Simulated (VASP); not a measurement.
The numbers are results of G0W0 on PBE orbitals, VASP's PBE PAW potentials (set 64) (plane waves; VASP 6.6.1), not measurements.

VASP ran on this input.

File KPOINTS:
```
Automatic mesh
0
Gamma
5 5 4
0 0 0
```

POSCAR:
```
Te
1
    4.6013500000     0.0000000000     0.0000000000
   -2.3006750000     3.9848860000     0.0000000000
    0.0000000000     0.0000000000     5.9000600000
Te
3
Direct
  0.2567000000   0.0000000000   0.3333330000
  0.0000000000   0.2567000000   0.6666670000
  0.7433000000   0.7433000000   0.0000000000
```

**INCAR**
```
# general
SYSTEM      = Te
PREC        = Normal
ENCUT       = 350   # plane-wave cut-off (eV)
LREAL       = .FALSE.   # projection in real space or not
LASPH       = .TRUE.   # aspherical one-centre terms
NBANDS      = 144

# electronic loop
ALGO        = EVGW0

# smearing
ISMEAR      = 0   # Gaussian
SIGMA       = 0.01

# functional
GGA         = PE

# output
LWAVE       = .TRUE.
LCHARG      = .FALSE.

# other
ENCUTGW     = 170
NELMGW      = 1
NOMEGA      = 64
NBANDSGW    = 19
LSPECTRALGW = .TRUE.
```

POTCAR, in this order: Te_GW (PBE.64 set). Program: vasp_std. Read from the step before: W*.

The resulting files:

OSZICAR:
```
energies w=
    0.000    0.000    0.290    0.000    0.579    0.000    0.867    0.000
    1.153    0.000    1.437    0.000    1.717    0.000    1.995    0.000
    2.268    0.000    2.538    0.000    2.805    0.000    3.067    0.000
    3.326    0.000    3.581    0.000    3.833    0.000    4.082    0.000
    4.329    0.000    4.573    0.000    4.816    0.000    5.058    0.000
    5.298    0.000    5.539    0.000    5.779    0.000    6.021    0.000
    6.264    0.000    6.509    0.000    6.758    0.000    7.009    0.000
    7.266    0.000    7.527    0.000    7.795    0.000    8.070    0.000
    8.354    0.000    8.647    0.000    8.952    0.000    9.269    0.000
    9.601    0.000    9.950    0.000   10.318    0.000   10.707    0.000
   11.122    0.000   11.566    0.000   12.042    0.000   12.557    0.000
   13.117    0.000   13.729    0.000   14.404    0.000   15.151    0.000
   15.986    0.000   16.925    0.000   17.994    0.000   19.221    0.000
   20.647    0.000   22.326    0.000   24.330    0.000   26.769    0.000
   29.798    0.000   33.660    0.000   38.750    0.000   45.755    0.000
   55.988    0.000   72.314    0.000  102.401    0.000  176.055    0.000
NQ=   1    0.0000    0.0000    0.0000,
 performed        336000 updates of chi_q(r,r)
NQ=   2    0.2000    0.0000    0.0000,
 performed       1038000 updates of chi_q(r,r)
NQ=   3    0.4000    0.0000    0.0000,
 performed       1740000 updates of chi_q(r,r)
NQ=   4    0.2000    0.2000    0.0000,
 performed       2305000 updates of chi_q(r,r)
NQ=   5    0.4000    0.2000    0.0000,
 performed       2876000 updates of chi_q(r,r)
NQ=   6    0.0000    0.0000    0.2500,
 performed       3294000 updates of chi_q(r,r)
NQ=   7    0.2000    0.0000    0.2500,
 performed       3996000 updates of chi_q(r,r)
NQ=   8    0.0000    0.2000    0.2500,
 performed       4720000 updates of chi_q(r,r)
NQ=   9    0.4000    0.0000    0.2500,
 performed       5422000 updates of chi_q(r,r)
NQ=  10    0.0000    0.4000    0.2500,
 performed       6146000 updates of chi_q(r,r)
NQ=  11    0.2000    0.2000    0.2500,
 performed       6936000 updates of chi_q(r,r)
NQ=  12    0.4000    0.2000    0.2500,
 performed       7726000 updates of chi_q(r,r)
NQ=  13    0.0000    0.0000    0.5000,
 performed       8062000 updates of chi_q(r,r)
NQ=  14    0.2000    0.0000    0.5000,
 performed       8764000 updates of chi_q(r,r)
NQ=  15    0.4000    0.0000    0.5000,
 performed       9466000 updates of chi_q(r,r)
NQ=  16    0.2000    0.2000    0.5000,
 performed      10031000 updates of chi_q(r,r)
NQ=  17    0.4000    0.2000    0.5000,
 performed      10602000 updates of chi_q(r,r)
 resolving degeneracies of screened two electron integrals
```

**OUTCAR**
```


 k-point   1 :       0.0000    0.0000    0.0000
  band No.  KS-energies  QP-energies   sigma(KS)   V_xc(KS)     V^pw_x(r,r')   Z            occupation Imag(sigma)

      1      -8.1459      -7.9236     -10.4648     -10.8468     -17.6562       0.5822       2.0000       1.2107
      2      -4.9403      -4.8798     -11.2297     -11.3230     -16.5211       0.6485       2.0000       0.8285
      3      -4.9403      -4.8798     -11.2297     -11.3230     -16.5211       0.6485       2.0000       0.8285
      4       2.1364       1.9120     -10.5717     -10.2488     -12.6701       0.6947       2.0000       0.1682
      5       2.3499       2.1960     -10.9209     -10.7034     -12.6102       0.7075       2.0000       0.1256
      6       2.3499       2.1960     -10.9209     -10.7034     -12.6102       0.7075       2.0000       0.1256
      7       3.5987       3.3447     -10.3974     -10.0315     -12.2156       0.6941       2.0000       0.1043
      8       3.5987       3.3447     -10.3974     -10.0315     -12.2156       0.6941       2.0000       0.1043
      9       4.5641       4.3095     -10.6902     -10.3316     -12.1297       0.7101       2.0000       0.0685
     10       6.2736       6.4505     -10.1685     -10.4163      -6.9322       0.7138       0.0000      -0.0712
     11       6.2736       6.4505     -10.1685     -10.4163      -6.9322       0.7138       0.0000      -0.0712
     12       6.7773       6.9357     -10.0073     -10.2303      -6.4636       0.7099       0.0000      -0.0845
     13      10.2932      10.2158      -8.0226      -7.9195      -3.7798       0.7503       0.0000      -0.1468
     14      10.2932      10.2158      -8.0226      -7.9195      -3.7798       0.7503       0.0000      -0.1468
     15      10.8879      10.9847      -7.5968      -7.7235      -3.3317       0.7648       0.0000      -0.1567
     16      11.7185      11.7056      -8.3672      -8.3497      -3.7682       0.7401       0.0000      -0.2160
     17      11.7185      11.7056      -8.3672      -8.3497      -3.7682       0.7401       0.0000      -0.2160
     18      11.8485      11.8457      -8.3045      -8.3006      -3.6333       0.7354       0.0000      -0.2229
     19      11.9010      11.8253      -7.7865      -7.6841      -3.0338       0.7395       0.0000      -0.2284

 k-point   2 :       0.2000    0.0000    0.0000
  band No.  KS-energies  QP-energies   sigma(KS)   V_xc(KS)     V^pw_x(r,r')   Z            occupation Imag(sigma)

      1      -7.9307      -7.7321     -10.5772     -10.9164     -17.6065       0.5854       2.0000       1.1482
      2      -5.0596      -4.9875     -11.2110     -11.3231     -16.5755       0.6435       2.0000       0.8306
      3      -4.8957      -4.8295     -11.2693     -11.3719     -16.5276       0.6447       2.0000       0.8044
      4       1.0973       0.8804     -10.2016      -9.8848     -12.9625       0.6848       2.0000       0.3036
      5       1.6727       1.4897     -10.5990     -10.3360     -12.8128       0.6953       2.0000       0.1970
      6       2.0945       1.8858     -10.5217     -10.2200     -12.7809       0.6918       2.0000       0.1949
      7       3.8907       3.6763     -10.6709     -10.3672     -12.1070       0.7062       2.0000       0.0813
      8       4.2001       3.9830     -10.6809     -10.3765     -11.8834       0.7132       2.0000       0.0674
      9       4.4112       4.1687     -10.7115     -10.3706     -12.0721       0.7113       2.0000       0.0686
     10       6.1943       6.3473      -9.8958     -10.1079      -6.7469       0.7213       0.0000      -0.0660
     11       6.2983       6.4589     -10.0526     -10.2757      -6.9530       0.7202       0.0000      -0.0664
     12       6.8597       7.0051     -10.0391     -10.2433      -6.6129       0.7119       0.0000      -0.0846
     13       9.6309       9.5246      -7.7178      -7.5758      -3.5347       0.7488       0.0000      -0.1233
     14      10.3047      10.2402      -7.8013      -7.7151      -3.4562       0.7479       0.0000      -0.1508
     15      11.5001      11.4759      -8.0000      -7.9676      -3.4300       0.7470       0.0000      -0.2059
     16      12.0149      12.0488      -8.6519      -8.6974      -3.9492       0.7440       0.0000      -0.2706
     17      12.3507      12.3919      -7.9588      -8.0135      -3.2412       0.7532       0.0000      -0.2966
     18      12.7997      12.8254      -8.5606      -8.5953      -3.6628       0.7402       0.0000      -0.3132
     19      13.1785      13.1728      -8.2651      -8.2574      -3.2214       0.7347       0.0000      -0.3264

 k-point   3 :       0.4000    0.0000    0.0000
  band No.  KS-energies  QP-energies   sigma(KS)   V_xc(KS)     V^pw_x(r,r')   Z            occupation Imag(sigma)

      1      -7.4586      -7.2950     -10.8388     -11.1150     -17.5260       0.5923       2.0000       1.0069
      2      -5.4516      -5.3686     -11.0284     -11.1576     -16.6581       0.6428       2.0000       0.9197
      3      -4.8141      -4.7415     -11.3480     -11.4605     -16.5353       0.6448       2.0000       0.7653
      4       0.6208       0.4051     -10.1523      -9.8369     -13.1503       0.6836       2.0000       0.3676
      5       1.0945       0.8914     -10.4197     -10.1250     -12.9947       0.6891       2.0000       0.2648
      6       1.7921       1.5731     -10.2218      -9.9024     -12.8203       0.6857       2.0000       0.2574
      7       2.5575       2.3384     -10.0856      -9.7689     -12.1969       0.6918       2.0000       0.1802
      8       4.0818       3.8523     -10.5729     -10.2511     -11.8111       0.7130       2.0000       0.0703
      9       4.3652       4.1409     -10.7795     -10.4650     -12.0644       0.7134       2.0000       0.0675
     10       6.2614       6.3932      -9.8199     -10.0015      -6.7094       0.7257       0.0000      -0.0651
     11       6.3978       6.5357      -9.7774      -9.9684      -6.5634       0.7224       0.0000      -0.0695
     12       8.4532       8.6101     -10.8249     -11.0502      -6.7691       0.6966       0.0000      -0.2212
     13       8.6974       8.5650      -7.5821      -7.4074      -3.6557       0.7576       0.0000      -0.0952
     14      11.5916      11.5449      -8.0586      -7.9956      -3.3507       0.7418       0.0000      -0.2428
     15      12.8701      12.8677      -8.2585      -8.2552      -3.2931       0.7393       0.0000      -0.3118
     16      13.6250      13.7476      -8.8915      -9.0545      -3.7081       0.7526       0.0000      -0.4649
     17      13.8661      13.9079      -8.3855      -8.4410      -3.2197       0.7546       0.0000      -0.4905
     18      15.0972      15.1989      -8.8772      -9.0154      -3.4432       0.7365       0.0000      -0.5118
     19      15.3046      15.4137      -8.8218      -8.9702      -3.3885       0.7344       0.0000      -0.5032

 k-point   4 :       0.2000    0.2000    0.0000
  band No.  KS-energies  QP-energies   sigma(KS)   V_xc(KS)     V^pw_x(r,r')   Z            occupation Imag(sigma)

      1      -7.5737      -7.4042     -10.7695     -11.0562     -17.5391       0.5913       2.0000       1.0451
      2      -5.2432      -5.1636     -11.1479     -11.2719     -16.6288       0.6416       2.0000       0.8596
      3      -4.9423      -4.8711     -11.2697     -11.3802     -16.5526       0.6438       2.0000       0.7989
      4       0.7836       0.5660     -10.1515      -9.8329     -13.0742       0.6828       2.0000       0.3461
      5       0.9278       0.7141     -10.2606      -9.9490     -13.0427       0.6856       2.0000       0.3115
      6       2.1871       1.9925     -10.5457     -10.2669     -12.6152       0.6977       2.0000       0.1769
      7       3.2344       3.0116     -10.3252     -10.0041     -12.1547       0.6940       2.0000       0.1214
      8       3.5820       3.3864     -10.3569     -10.0808     -11.6945       0.7085       2.0000       0.0880
      9       3.6724       3.4346     -10.3605     -10.0209     -11.9567       0.7003       2.0000       0.0955
     10       6.9568       7.0854     -10.1735     -10.3548      -6.7565       0.7091       0.0000      -0.0913
     11       7.1807       7.3254     -10.3427     -10.5464      -6.9754       0.7105       0.0000      -0.0967
     12       7.4677       7.6074     -10.3107     -10.5091      -6.7522       0.7040       0.0000      -0.1125
     13       9.5899       9.4955      -7.7196      -7.5938      -3.5365       0.7500       0.0000      -0.1231
     14       9.9989       9.9139      -7.9014      -7.7872      -3.5531       0.7436       0.0000      -0.1574
     15      12.2234      12.2682      -8.3165      -8.3763      -3.7005       0.7494       0.0000      -0.2453
     16      13.2423      13.2943      -8.3669      -8.4363      -3.2871       0.7493       0.0000      -0.3811
     17      13.9552      13.9953      -8.4840      -8.5380      -3.3154       0.7426       0.0000      -0.4160
     18      14.1573      14.2194      -8.6865      -8.7697      -3.4392       0.7466       0.0000      -0.4649
     19      14.5947      14.6427      -8.4887      -8.5541      -3.1578       0.7350       0.0000      -0.4394

 k-point   5 :       0.4000    0.2000    0.0000
  band No.  KS-energies  QP-energies   sigma(KS)   V_xc(KS)     V^pw_x(r,r')   Z            occupation Imag(sigma)

      1      -7.2724      -7.1174     -10.9542     -11.2139     -17.5056       0.5968       2.0000       0.9472
      2      -5.4378      -5.3590     -11.0214     -11.1436     -16.6428       0.6454       2.0000       0.9252
      3      -5.0146      -4.9419     -11.2466     -11.3600     -16.5724       0.6416       2.0000       0.8096
      4       0.7694       0.5555     -10.2811      -9.9693     -13.1087       0.6861       2.0000       0.3243
      5       0.9327       0.7164     -10.3521     -10.0382     -13.0048       0.6888       2.0000       0.2856
      6       2.1369       1.9201     -10.2298      -9.9157     -12.5379       0.6902       2.0000       0.2063
      7       2.2592       2.0447      -9.9703      -9.6587     -12.3202       0.6886       2.0000       0.2254
      8       3.1921       2.9809     -10.3361     -10.0349     -11.9845       0.7011       2.0000       0.1126
      9       3.3615       3.1314     -10.2732      -9.9419     -12.0467       0.6946       2.0000       0.1155
     10       7.2059       7.3097     -10.0204     -10.1663      -6.5313       0.7116       0.0000      -0.0993
     11       7.5706       7.7126     -10.4109     -10.6137      -6.7617       0.7002       0.0000      -0.1245
     12       8.5214       8.6701     -10.8036     -11.0174      -6.6720       0.6952       0.0000      -0.2323
     13       9.4500       9.3686      -7.9929      -7.8837      -3.7935       0.7460       0.0000      -0.1408
...
```
(Selected blocks of OUTCAR.)

The mesh is coarse and the basis finite, so the quasiparticle values are not converged.

The structure comes from a computed database's Te entry (P3_121); how it stands against other phases isn't given here. The cell was not relaxed at this level.
